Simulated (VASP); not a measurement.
Energy against volume of Al (fcc). Level of theory: vdW-DF-cx, VASP's PBE PAW potentials (set 64) (plane waves; VASP). Settings: 520 eV cut-off, 16×16×16 Γ-centred mesh, first-order Methfessel-Paxton smearing of 0.10 eV, potentials Al.

```tsv
V (Å³/atom)	E (eV/atom)
15.324	-2.61189
15.813	-2.62552
16.302	-2.63028
16.791	-2.62746
```

Question: Fit these four points and predict the energy of the run at 17.280 Å³/atom.

Answer: A cubic in V^(−2/3), the third-order Birch-Murnaghan form, passes through the four points with V0 = 16.35 Å³/atom and B0 = 82 GPa, and gives -2.6181 eV/atom there. The run gave -2.6183 eV/atom, -0.1 meV/atom from the fit; all five points give B0 = 81 GPa.

The compound is Al in the fcc structure. It was relaxed first.
